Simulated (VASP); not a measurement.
Given:

```
AlTi
1.0
    2.83000     0.00000     0.00000
    0.00000     2.83000     0.00000
    0.00000     0.00000     4.07000
Ti Al
1 1
Direct
  0.00000   0.00000   0.00000
  0.50000   0.50000   0.50000
```

The numbers are results of r2SCAN+rVV10, VASP's PBE PAW potentials (set 64) (plane waves; VASP 6.6.1), not measurements. Numerical set-up: 520 eV cut-off, 12×12×8 Γ-centred mesh, first-order Methfessel-Paxton smearing of 0.10 eV, potentials Ti_sv Al.

The ions, cell shape and volume are relaxed. Which structure does the run end with?

```
AlTi
1.0
    2.81119     0.00000     0.00000
    0.00000     2.81119     0.00000
    0.00000     0.00000     4.04544
Ti Al
1 1
Direct
  0.00000   0.00000   0.00000
  0.50000   0.50000   0.50000
```
Space group P4/mmm (123), at a tolerance of 0.03 Å.

How do energy and volume change from the first to the last step?

The energy (σ→0) changes by -2.3 meV/atom and the volume by -1.9 %, in 3 ionic steps.

```csv
step,E(σ→0) (eV),max force (eV/Å),pressure (GPa),volume (Å³)
1,-20.2471,0.000,-2.26,32.60
2,-20.2492,0.000,1.80,31.53
3,-20.2516,0.000,0.02,31.97
```

The compound is TiAl in the L1_0 structure. This run relaxes it. Symmetry was kept, so distortions that lower it aren't found. The electron count is odd and the run is not spin-polarised, which forces a metal.
